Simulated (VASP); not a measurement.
Given:

```
CELL_PARAMETERS angstrom
     -1.62582     1.62582     1.62582
      1.62582    -1.62582     1.62582
      1.62582     1.62582    -1.62582
ATOMIC_POSITIONS crystal
  Ti 0.00000 0.00000 0.00000
```

All values below come from LDA (Ceperley-Alder, Perdew-Zunger), VASP's LDA PAW potentials (set 64) (plane waves; VASP). Numerical set-up: 400 eV cut-off, 14×14×14 Γ-centred mesh, first-order Methfessel-Paxton smearing of 0.10 eV, potentials Ti_sv.

Energy and stress use the plane-wave basis of the starting cell.

Problem. The ions, cell shape and volume are relaxed. What does this cell relax into?

Solution. 
```
CELL_PARAMETERS angstrom
     -1.57816     1.57816     1.57816
      1.57816    -1.57816     1.57816
      1.57816     1.57816    -1.57816
ATOMIC_POSITIONS crystal
  Ti 0.00000 0.00000 0.00000
```
Space group Im-3m (229), at a tolerance of 0.03 Å.

Problem. How do energy and volume change from the first to the last step?

Solution. The energy (σ→0) changes by -46.9 meV/atom and the volume by -8.5 %, in 3 ionic steps.

```json
[
 {"step": "1", "E(σ→0) (eV)": "-8.4149", "max force (eV/Å)": "0.000", "pressure (GPa)": "-9.34", "volume (Å³)": "17.19"},
 {"step": "2", "E(σ→0) (eV)": "-8.4400", "max force (eV/Å)": "0.000", "pressure (GPa)": "8.11", "volume (Å³)": "14.82"},
 {"step": "3", "E(σ→0) (eV)": "-8.4618", "max force (eV/Å)": "0.000", "pressure (GPa)": "0.00", "volume (Å³)": "15.72"}
]
```

The structure comes from a computed database's Ti entry (Im-3m); how it stands against other phases isn't given here. This run relaxes it. Symmetry was kept, so distortions that lower it aren't found.
